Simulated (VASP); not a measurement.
Here is the system:

```xyz
5
Lattice="4.1549 0.0000 0.0000 0.0000 4.1549 0.0000 0.0000 0.0000 4.1549" Properties=species:S:1:pos:R:3 pbc="T T T"
Ba     0.0000     0.0000     0.0000
Hf     2.0774     2.0774     2.0774
O      2.0774     0.0000     2.0774
O      0.0000     2.0774     2.0774
O      2.0774     2.0774     0.0000
```

These are PBEsol GGA, VASP's PBE PAW potentials (set 64) (plane waves; VASP 6.6.1) values and carry that method's errors. Run with 520 eV cut-off, 7×7×7 Γ-centred mesh, Gaussian smearing of 0.010 eV, potentials Ba_sv Hf_pv O.

Q: Give the direction-averaged independent-particle dielectric function (no local fields, no excitons; a broadening of 0.1 eV leaves a tail below the gap, and fine structure carries the noise of the k-mesh).

A: 
```json
[
 {"ħω (eV)": "0.00", "ε₁": "4.86", "ε₂": "0.00"},
 {"ħω (eV)": "0.30", "ε₁": "4.87", "ε₂": "0.00"},
 {"ħω (eV)": "0.60", "ε₁": "4.89", "ε₂": "0.01"},
 {"ħω (eV)": "0.90", "ε₁": "4.92", "ε₂": "0.01"},
 {"ħω (eV)": "1.20", "ε₁": "4.96", "ε₂": "0.02"},
 {"ħω (eV)": "1.50", "ε₁": "5.01", "ε₂": "0.02"},
 {"ħω (eV)": "1.80", "ε₁": "5.09", "ε₂": "0.03"},
 {"ħω (eV)": "2.10", "ε₁": "5.18", "ε₂": "0.04"},
 {"ħω (eV)": "2.40", "ε₁": "5.30", "ε₂": "0.04"},
 {"ħω (eV)": "2.70", "ε₁": "5.44", "ε₂": "0.06"},
 {"ħω (eV)": "3.00", "ε₁": "5.63", "ε₂": "0.07"},
 {"ħω (eV)": "3.40", "ε₁": "5.99", "ε₂": "0.12"},
 {"ħω (eV)": "3.70", "ε₁": "6.36", "ε₂": "0.32"},
 {"ħω (eV)": "4.00", "ε₁": "6.62", "ε₂": "0.35"},
 {"ħω (eV)": "4.30", "ε₁": "7.24", "ε₂": "0.86"},
 {"ħω (eV)": "4.60", "ε₁": "7.38", "ε₂": "1.35"},
 {"ħω (eV)": "4.90", "ε₁": "8.06", "ε₂": "2.10"},
 {"ħω (eV)": "5.20", "ε₁": "7.79", "ε₂": "4.44"},
 {"ħω (eV)": "5.50", "ε₁": "6.27", "ε₂": "3.75"},
 {"ħω (eV)": "5.80", "ε₁": "7.36", "ε₂": "3.69"},
 {"ħω (eV)": "6.10", "ε₁": "8.39", "ε₂": "6.44"},
 {"ħω (eV)": "6.50", "ε₁": "6.25", "ε₂": "6.98"},
 {"ħω (eV)": "6.80", "ε₁": "1.91", "ε₂": "6.87"},
 {"ħω (eV)": "7.10", "ε₁": "1.76", "ε₂": "6.62"},
 {"ħω (eV)": "7.40", "ε₁": "1.88", "ε₂": "4.36"},
 {"ħω (eV)": "7.70", "ε₁": "3.03", "ε₂": "3.37"},
 {"ħω (eV)": "8.00", "ε₁": "2.87", "ε₂": "5.32"},
 {"ħω (eV)": "8.30", "ε₁": "1.88", "ε₂": "4.00"},
 {"ħω (eV)": "8.60", "ε₁": "2.96", "ε₂": "4.38"},
 {"ħω (eV)": "8.90", "ε₁": "2.39", "ε₂": "4.41"},
 {"ħω (eV)": "9.20", "ε₁": "2.15", "ε₂": "4.09"},
 {"ħω (eV)": "9.60", "ε₁": "2.15", "ε₂": "5.05"}
]
```
ε₂ peaks at 5.2 eV (height 4.4), 6.2 eV (height 7.6), 6.7 eV (height 8.8), 8.0 eV (height 5.3); ε₁(0) averages 4.86, so the electronic refractive index below the gap tends to √4.86 = 2.21.

The compound is BaHfO3 in the cubic perovskite structure. It was relaxed first.
